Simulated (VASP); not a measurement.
Level of theory: PBE GGA, VASP's PBE PAW potentials (set 64) (plane waves; VASP).

VASP ran on this input.

INCAR:
```
SYSTEM = SiRu
PREC = Accurate
ENCUT = 300
EDIFF = 1E-6
NELM = 100
ALGO = Normal
LREAL = .FALSE.
LASPH = .TRUE.
ISMEAR = -1
SIGMA = 0.02
GGA = PE
LMAXMIX = 4
LWAVE = .FALSE.
LCHARG = .FALSE.
ISIF = 2
```

KPOINTS:
```
Regular mesh
0
G
4 4 4
0 0 0
```

**POSCAR**
```
SiRu
4.70860
  1.0000000000   0.0000000000   0.0000000000
  0.0000000000   1.0000000000   0.0000000000
  0.0000000000   0.0000000000   1.0000000000
Si Ru
4 4
direct
  0.1624200000   0.3375800000   0.6624200000
  0.3375800000   0.6624200000   0.1624200000
  0.6624200000   0.1624200000   0.3375800000
  0.8375800000   0.8375800000   0.8375800000
  0.8705900000   0.6294100000   0.3705900000
  0.6294100000   0.3705900000   0.8705900000
  0.3705900000   0.8705900000   0.6294100000
  0.1294100000   0.1294100000   0.1294100000
```

POTCAR, in this order: Si Ru_pv (PBE.64 set). Program: vasp_std.

**Question.** What will the output report for the number of irreducible k-points (NKPTS), largest plane-wave count, number of space-group operations, FFT grid (NGX, NGY, NGZ)?

**Answer.** 
The number of irreducible k-points (NKPTS) is 11 and the largest plane-wave count is 1245. The number of space-group operations comes out as 12 and the FFT grid (NGX, NGY, NGZ) is 28 × 28 × 28.

The structure comes from a computed database's SiRu entry; how it stands against other phases isn't given here. The cell was not relaxed at this level.
